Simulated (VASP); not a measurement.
Write the native input for VASP 6.6.1 that does the following.

```yaml
Task: single point
Functional: PBE
Dispersion: D3(BJ)
Potentials_or_basis: VASP PAW PBE potentials, release 64 (C, H)
Cutoff: 520 eV
k_mesh: 1 × 1 × 1
Occupations: fermi-dirac, width 0.05 eV
Spin: no spin polarisation
Dipole_correction: no
Further_INCAR_settings: LREAL = Auto; ALGO = Normal; EDIFF = 1e-06; NBANDS = 45
```

The structure of H4C lies in POSCAR:

```
H4C
1.0
    7.8912360000      0.0000000000      0.0000000000
    0.0000000000      7.8912360000      0.0000000000
    0.0000000000      0.0000000000      7.8912360000
C H
6 24
Direct
    0.1935463065      0.1648756114      0.4668980447
    0.5977229278      0.9131485924      0.1447654493
    0.9159656870      0.5963833612      0.4554269045
    0.9409122084      0.2165343637      0.8770934200
    0.4153831288      0.4227934872      0.8315201487
    0.8811560969      0.6888626183      0.8927208386
    0.2222813893      0.0709674664      0.5646837704
    0.1030675044      0.2569712844      0.5169503577
    0.1390675401      0.1015566451      0.3562791552
    0.3098935111      0.2304776422      0.4299842678
    0.7067658551      0.9677923991      0.2114374976
    0.5051661866      0.8653693815      0.2362072853
    0.6408953938      0.8084456097      0.0658139911
    0.5397873281      1.0095306613      0.0637327894
    0.8576924891      0.6280018592      0.3337058531
    1.0538177379      0.6106844955      0.4475718038
    0.8848666453      0.4659088103      0.4906784307
    0.8665437775      0.6815793466      0.5523249359
    0.9929578158      0.0944363359      0.9164501046
    0.8327166221      0.2492060838      0.9572682025
    0.8997734492      0.2088380706      0.7450437801
    1.0385640954      0.3139558874      0.8887970462
    0.5233939352      0.4749877253      0.9007222425
    0.4605465479      0.3326143307      0.7365182197
    0.3465044277      0.5253874644      0.7687275521
    0.3309923233      0.3579992769      0.9202508814
    0.8925834233      0.7734930915      1.0015001613
    0.7486008968      0.6521859277      0.8738633308
    0.9570483359      0.5748567921      0.9135984503
    0.9258019138      0.7558070782      0.7802421847
```

The cell was built by a generator and needn't be a form met in nature.

These files were run (other wordings do the same):

INCAR

```
SYSTEM = H4C
ALGO = Normal ; EDIFF = 1E-6
ENCUT = 520 ; GGA = PE
ISIF = 2 ; ISMEAR = -1
IVDW = 12 ; LASPH = .TRUE.
LCHARG = .FALSE. ; LREAL = Auto
LWAVE = .FALSE. ; NBANDS = 45
NELM = 80 ; PREC = Accurate
SIGMA = 0.05
```

KPOINTS

```
k-points
0
G
  1 1 1
  0 0 0
```

Potentials or basis: VASP PAW PBE potentials, release 64 (C, H).

The run is started by

```console
$ cat potpaw_PBE.64/C/POTCAR potpaw_PBE.64/H/POTCAR > POTCAR
$ mpirun -np 1 vasp_gam > vasp.out
```

Results of the run:

```json
{
  "Pressure": "0.2 GPa",
  "Largest force": "0.130 eV/Å",
  "Band gap on the k mesh": "7.00 eV, direct",
  "Dispersion energy per atom": "-0.020 eV"
}
```

Run time: 53 s on 1 thread of Intel(R) Xeon(R) Platinum 8259CL CPU @ 2.50GHz (Skylake/Cascade Lake), with other jobs on the host, peak memory 0.43 GiB.
